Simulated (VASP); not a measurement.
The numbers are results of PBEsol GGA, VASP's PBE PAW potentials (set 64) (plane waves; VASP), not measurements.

The input files of a VASP run:

### KPOINTS
```
Automatic mesh
0
Gamma
9 9 9
0 0 0
```

**INCAR**
```
ISMEAR = 1   ! Methfessel-Paxton
LCHARG = .False.
EDIFF = 1E-6   ! SCF stop (eV)
ENCUT = 480
SYSTEM = GaSb
NSW = 60   ! most ionic steps
LREAL = .False.   ! projection in real space or not
PREC = Accurate
SIGMA = 0.1
ALGO = Normal   ! blocked Davidson
ISIF = 3   ! ions, shape and volume
GGA = PS
LMAXMIX = 4   ! l cut-off of mixed one-centre charges
LASPH = .True.   ! aspherical one-centre terms
NELM = 100
IBRION = 2
EDIFFG = -0.01   ! ionic stop
LWAVE = .False.
```

**POSCAR**
```
GaSb
1.0
  0.0000000000   3.0578004258   3.0578004258
  3.0578004258   0.0000000000   3.0578004258
  3.0578004258   3.0578004258   0.0000000000
Ga Sb
1 1
Direct
  0.0000000000   0.0000000000   0.0000000000
  0.7500000000   0.7500000000   0.7500000000
```

POTCAR, in this order: Ga_d Sb (PBE.64 set). Program: vasp_std.

What VASP printed:

OSZICAR:
```
       N       E                     dE             d eps       ncg     rms          rms(c)
DAV:   1     0.755979724429E+02    0.75598E+02   -0.84506E+03   923   0.163E+03
DAV:   2    -0.268911787830E+01   -0.78287E+02   -0.75961E+02   990   0.301E+02
DAV:   3    -0.815244672273E+01   -0.54633E+01   -0.53965E+01  1165   0.702E+01
DAV:   4    -0.824895066597E+01   -0.96504E-01   -0.96477E-01  1044   0.104E+01
DAV:   5    -0.825157518549E+01   -0.26245E-02   -0.26245E-02  1172   0.147E+00    0.313E+00
DAV:   6    -0.817751161272E+01    0.74064E-01   -0.98365E-02  1185   0.607E+00    0.185E+00
DAV:   7    -0.815110534213E+01    0.26406E-01   -0.51005E-02  1083   0.229E+00    0.367E-01
DAV:   8    -0.815111828906E+01   -0.12947E-04   -0.52455E-03  1183   0.106E+00    0.945E-02
DAV:   9    -0.815139342647E+01   -0.27514E-03   -0.47688E-04   983   0.193E-01    0.337E-02
DAV:  10    -0.815139409980E+01   -0.67333E-06   -0.22339E-05  1156   0.411E-02    0.798E-03
DAV:  11    -0.815140446796E+01   -0.10368E-04   -0.12679E-05   978   0.281E-02    0.349E-03
DAV:  12    -0.815140475592E+01   -0.28796E-06   -0.52208E-07   725   0.742E-03
   1 F= -.81514048E+01 E0= -.81513753E+01  d E =-.815140E+01
```

File OUTCAR:
```
------------------------ aborting loop because EDIFF is reached ----------------------------------------
  FORCE on cell =-STRESS in cart. coord.  units (eV):
  Direction    XX          YY          ZZ          XY          YZ          ZX
  --------------------------------------------------------------------------------------
  Total       -0.0129055     -0.0129055     -0.0129055      0.0000000      0.0000000     -0.0000000
  in kB       -0.3616006     -0.3616006     -0.3616006      0.0000000      0.0000000     -0.0000000
  external PRESSURE =      -0.3616006 kB  Pullay stress =       0.0000000 kB
  volume of cell :       57.18
      direct lattice vectors                 reciprocal lattice vectors
     0.000000000  3.057800426  3.057800426    -0.163516231  0.163516231  0.163516231
     3.057800426  0.000000000  3.057800426     0.163516231 -0.163516231  0.163516231
     3.057800426  3.057800426  0.000000000     0.163516231  0.163516231 -0.163516231
  FREE ENERGIE OF THE ION-ELECTRON SYSTEM (eV)
  ---------------------------------------------------
  free  energy   TOTEN  =        -8.1514047559 eV

  energy  without entropy=       -8.1513163717  energy(sigma->0) =       -8.15137529

 reached required accuracy - stopping structural energy minimisation
```
(Selected blocks of OUTCAR.)

The compound is GaSb in the zinc blende structure. It was relaxed first. The start is the result of an earlier pass.
